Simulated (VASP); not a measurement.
Input:

```xyz
2
Lattice="0.0000 3.4026 3.4026 3.4026 0.0000 3.4026 3.4026 3.4026 0.0000" Properties=species:S:1:pos:R:3 pbc="T T T"
Rb     0.0000     0.0000     0.0000
Br     3.4026     3.4026     3.4026
```

Computed with rev-vdW-DF2, VASP's PBE PAW potentials (set 64) (plane waves; VASP). Settings: 520 eV cut-off, 7×7×7 Γ-centred mesh, Gaussian smearing of 0.050 eV, potentials Rb_sv Br.

Q: What does the run give for the energy per atom (σ→0), band gap (on the k-mesh) with the smallest direct gap where there is one?

A: 
| Property | Result |
|---|---|
| band gap (on the k-mesh) | 4.21 eV |
| smallest direct gap (on the k-mesh) | 4.21 eV |
| energy per atom (σ→0) | -1.383 eV/atom |

Total energies compare only between runs with the same potentials, cut-off and functional.

The compound is RbBr in the rock salt structure. This cell is one point of a volume scan, at 0.97 of the reference volume.
